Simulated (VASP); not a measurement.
A VASP calculation is set up with these files.

**KPOINTS**
```
Automatic mesh
0
Gamma
9 9 9
0 0 0
```

INCAR:
```
SYSTEM = Cr
PREC = Accurate
ENCUT = 400
EDIFF = 1E-6
NELM = 100
ALGO = Normal
LREAL = .FALSE.
LASPH = .TRUE.
ISMEAR = 1
SIGMA = 0.1
GGA = PE
LMAXMIX = 4
ISPIN = 2
MAGMOM = 1.5 -1.5
LORBIT = 10
LWAVE = .FALSE.
LCHARG = .FALSE.
ISIF = 2
LEPSILON = .TRUE.
```

### POSCAR
```
Cr
1
    2.9376000000     0.0000000000     0.0000000000
    0.0000000000     2.9376000000     0.0000000000
    0.0000000000     0.0000000000     2.9376000000
Cr
2
Direct
  0.0000000000   0.0000000000   0.0000000000
  0.5000000000   0.5000000000   0.5000000000
```

POTCAR, in this order: Cr_pv (PBE.64 set). Program: vasp_std.

Problem. Does this input run properly? What does VASP do?

Solution. There is a fault: LEPSILON was set for a metal. The run ends without an error. Against the sound run, the energy per atom (σ→0) stays essentially unchanged; the pressure is nearly the same.

**standard output**
```
...
 change of polarisation eV/A/(eV/A) component  3 :     0.595     0.255     8.379
 dielectric tensor                  component  3 :     4.245     1.819    60.811
 Linear response to external field, progress :
  Direction:   1
       N       E                     dE             d eps       ncg     rms          rms(c)
RMM:   1    -0.479378410223E+01   -0.47938E+01   -0.35050E+01  8600   0.220E+01
RMM:   2    -0.817585675772E+01   -0.33821E+01   -0.33694E-01  7900   0.255E+00    0.143E+00
RMM:   3    -0.828581862898E+01   -0.10996E+00   -0.14223E-01  7189   0.363E+00    0.507E-01
RMM:   4    -0.829012544655E+01   -0.43068E-02   -0.20258E-02  7942   0.179E+00    0.259E-01
RMM:   5    -0.830512602806E+01   -0.15001E-01   -0.43924E-03  8028   0.767E-01    0.123E-01
RMM:   6    -0.830782706725E+01   -0.27010E-02   -0.59500E-04  9393   0.258E-01    0.687E-02
RMM:   7    -0.830904557353E+01   -0.12185E-02   -0.19110E-05  7655   0.104E-01    0.196E-02
RMM:   8    -0.830944020055E+01   -0.39463E-03   -0.61298E-07  8771   0.505E-02    0.751E-03
RMM:   9    -0.830951215393E+01   -0.71953E-04   -0.28339E-05  9617   0.172E-02    0.385E-03
RMM:  10    -0.830950660260E+01    0.55513E-05   -0.39433E-05  8756   0.673E-03    0.154E-03
RMM:  11    -0.830950767069E+01   -0.10681E-05    0.52673E-06  8754   0.275E-03    0.726E-04
RMM:  12    -0.830951231304E+01   -0.46423E-05   -0.50361E-06  7494   0.117E-03    0.339E-04
RMM:  13    -0.830951714572E+01   -0.48327E-05    0.37834E-06  3395   0.632E-04    0.161E-04
RMM:  14    -0.830951699849E+01    0.14723E-06    0.38918E-06  2526   0.574E-04    0.521E-05
 change of polarisation eV/A/(eV/A) component  1 :    16.436    -8.970     0.520
 dielectric tensor                  component  1 :   118.321   -64.028     3.714
 Linear response to external field, progress :
  Direction:   2
       N       E                     dE             d eps       ncg     rms          rms(c)
RMM:   1    -0.479337814844E+01   -0.47934E+01   -0.35046E+01  8594   0.220E+01
RMM:   2    -0.817599440821E+01   -0.33826E+01   -0.33733E-01  7891   0.256E+00    0.143E+00
RMM:   3    -0.828594046068E+01   -0.10995E+00   -0.14219E-01  7183   0.363E+00    0.507E-01
RMM:   4    -0.829024967124E+01   -0.43092E-02   -0.20315E-02  7941   0.179E+00    0.260E-01
RMM:   5    -0.830524662575E+01   -0.14997E-01   -0.44136E-03  8031   0.766E-01    0.123E-01
RMM:   6    -0.830795711801E+01   -0.27105E-02   -0.56952E-04  9382   0.258E-01    0.686E-02
RMM:   7    -0.830917658810E+01   -0.12195E-02   -0.55892E-04  7654   0.104E-01    0.196E-02
RMM:   8    -0.830956834322E+01   -0.39176E-03   -0.90262E-06  8758   0.504E-02    0.749E-03
RMM:   9    -0.830964268567E+01   -0.74342E-04    0.31756E-05  9636   0.172E-02    0.386E-03
RMM:  10    -0.830963335425E+01    0.93314E-05    0.25652E-05  8759   0.675E-03    0.155E-03
RMM:  11    -0.830963584360E+01   -0.24894E-05   -0.13411E-06  8747   0.276E-03    0.729E-04
RMM:  12    -0.830964029723E+01   -0.44536E-05    0.20534E-06  7465   0.117E-03    0.342E-04
RMM:  13    -0.830964511172E+01   -0.48145E-05    0.37849E-06  3395   0.633E-04    0.163E-04
RMM:  14    -0.830964492193E+01    0.18979E-06    0.35066E-06  2527   0.574E-04    0.522E-05
 change of polarisation eV/A/(eV/A) component  2 :    -8.975    16.436     0.526
 dielectric tensor                  component  2 :   -64.068   118.323     3.755
 Linear response to external field, progress :
  Direction:   3
       N       E                     dE             d eps       ncg     rms          rms(c)
RMM:   1    -0.479428525872E+01   -0.47943E+01   -0.35055E+01  8602   0.220E+01
RMM:   2    -0.817628709975E+01   -0.33820E+01   -0.33629E-01  7887   0.254E+00    0.143E+00
RMM:   3    -0.828620010919E+01   -0.10991E+00   -0.14198E-01  7166   0.363E+00    0.507E-01
RMM:   4    -0.829055477949E+01   -0.43547E-02   -0.20215E-02  7937   0.179E+00    0.260E-01
RMM:   5    -0.830554348697E+01   -0.14989E-01   -0.44136E-03  8023   0.766E-01    0.123E-01
RMM:   6    -0.830823602922E+01   -0.26925E-02   -0.56064E-04  9368   0.258E-01    0.687E-02
RMM:   7    -0.830945096136E+01   -0.12149E-02   -0.11547E-03  7655   0.105E-01    0.197E-02
RMM:   8    -0.830985151443E+01   -0.40055E-03   -0.59143E-05  8741   0.506E-02    0.753E-03
RMM:   9    -0.830992045132E+01   -0.68937E-04    0.23879E-05  9574   0.172E-02    0.384E-03
RMM:  10    -0.830991490509E+01    0.55462E-05    0.14699E-05  8709   0.673E-03    0.154E-03
RMM:  11    -0.830991655960E+01   -0.16545E-05    0.34439E-05  8714   0.277E-03    0.712E-04
RMM:  12    -0.830992142889E+01   -0.48693E-05   -0.72553E-06  7493   0.118E-03    0.341E-04
RMM:  13    -0.830992603862E+01   -0.46097E-05    0.51702E-06  3324   0.627E-04    0.160E-04
RMM:  14    -0.830992603707E+01    0.15450E-08    0.34950E-06  2481   0.574E-04    0.531E-05
 change of polarisation eV/A/(eV/A) component  3 :     0.854    -9.304    16.436
 dielectric tensor                  component  3 :     6.093   -66.410   118.327
 Born effective charges drift removed
```

**OUTCAR**
```
------------------------ aborting loop because EDIFF is reached ----------------------------------------

 total charge

# of ion       s       p       d       tot
------------------------------------------
    1        0.406   6.348   4.124  10.878
    2        0.406   6.348   4.124  10.878
--------------------------------------------------
tot          0.813  12.695   8.248  21.756

 magnetization (x)

# of ion       s       p       d       tot
------------------------------------------
    1        0.021   0.014   1.576   1.611
    2       -0.021  -0.014  -1.576  -1.611
--------------------------------------------------
tot         -0.000   0.000   0.000  -0.000

 HEAD OF MICROSCOPIC STATIC DIELECTRIC TENSOR (INDEPENDENT PARTICLE, excluding Hartree and local field effects)
 ------------------------------------------------------
         117.824147     0.000000    -0.000000
           0.000000   117.824147     0.000000
          -0.000000     0.000000   117.824147
 ------------------------------------------------------

 MACROSCOPIC STATIC DIELECTRIC TENSOR (including local field effects in DFT)
 ------------------------------------------------------
         118.323469    -0.000000    -0.000000
          -0.000000   118.323469    -0.000000
           0.000000     0.000000   118.323469
 ------------------------------------------------------

 PIEZOELECTRIC TENSOR (including local field effects)  for field in x, y, z        (e  Angst)
          XX          YY          ZZ          XY          YZ          ZX
  --------------------------------------------------------------------------------
  x     0.00000     0.00000     0.00000     0.00000     0.00000     0.00000
  y     0.00000     0.00000     0.00000     0.00000     0.00000     0.00000
  z     0.00000     0.00000     0.00000     0.00000     0.00000     0.00000

 PIEZOELECTRIC TENSOR (including local field effects)  for field in x, y, z        (C/m^2)
          XX          YY          ZZ          XY          YZ          ZX
  --------------------------------------------------------------------------------
  x     0.00000     0.00000     0.00000     0.00000     0.00000     0.00000
  y     0.00000     0.00000     0.00000     0.00000     0.00000     0.00000
  z     0.00000     0.00000     0.00000     0.00000     0.00000     0.00000

 BORN EFFECTIVE CHARGES (including local field effects) (in |e|, cummulative output)
 ---------------------------------------------------------------------------------
...
```
(Selected blocks of OUTCAR.)

To mend it, drop LEPSILON, since a metal has no finite static dielectric tensor or Born charges. The plain static run on this cell (PBE GGA, plane waves, VASP's PBE PAW potentials (set 64)) converges, and its OSZICAR ends with
```
   1 F= -.18988060E+02 E0= -.18987940E+02  d E =-.359033E-03  mag=     0.0000
```

The compound is Cr in the bcc, AFM order structure. The cell was not relaxed at this level.
